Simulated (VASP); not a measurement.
Consider the following.

```xyz
2
Lattice="0.0000 2.5700 2.5700 2.5700 0.0000 2.5700 2.5700 2.5700 0.0000" Properties=species:S:1:pos:R:3 pbc="T T T"
Be     0.0000     0.0000     0.0000
Se     1.2850     1.2850     1.2850
```

These are PBE GGA, VASP's PBE PAW potentials (set 64) (plane waves; VASP) values and carry that method's errors. Run with PREC = Single, 400 eV cut-off, 8×8×8 Γ-centred mesh, Gaussian smearing of 0.050 eV, potentials Be Se.

**Question.** Estimate the energy per atom (σ→0), pressure, band gap (on the k-mesh) with the smallest direct gap where there is one.

**Answer.** 
```
Quantity                                     Result
-----------------------------------  --------------
band gap (on the k-mesh)                    2.62 eV
smallest direct gap (on the k-mesh)         4.38 eV
energy per atom (σ→0)                -4427 meV/atom
pressure                                   1.90 GPa
```

The absolute energy has meaning only against runs of the same code, potentials and settings.

The compound is BeSe in the zinc blende structure. The cell was not relaxed at this level. The run is one of a series of settings (PREC = Single against the base run), some of them coarse on purpose.
